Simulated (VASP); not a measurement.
Runs of VASP 6.6.1 on AgF. The cell holds a sheet with vacuum, 2 atoms: a = 3.122 Å, b = 4.143 Å, c = 23.800 Å, α = 90.00°, β = 90.00°, γ = 90.00°. The cell was built by a generator and needn't be a form met in nature.

| task | level | spin | U | k mesh | gap on the mesh (eV) |
| --- | --- | --- | --- | --- | --- |
| single point | PBE+U | off | Ag d U = 4 eV | 9 × 7 × 1 | 1.71 |
| band structure | PBE | off | - | 7 × 5 × 1 | 1.21 |
| single point | PBE+U | off | Ag d U = 3 eV | 9 × 7 × 1 | 1.54 |
| single point | PBE+U | off | Ag d U = 8 eV | 9 × 7 × 1 | (b) |
| single point | PBE | off | - | 9 × 7 × 1 | (a) |
| single point | PBE+U | off | Ag d U = 5 eV | 9 × 7 × 1 | 1.88 |
| single point | PBE+U | off | Ag d U = 6 eV | 9 × 7 × 1 | 2.05 |

Alike in all rows: potentials or basis VASP PAW PBE potentials, release 64 (Ag, F); cell as given; cutoff (eV) 520; smearing fermi-dirac 0.05 eV.

Task: Fill in the values left out.

Result: (a) 1.10; (b) 2.41.

A k mesh can miss the band edges, and the runs leave out spin-orbit coupling on Ag.

Not every run made on this cell is shown here.
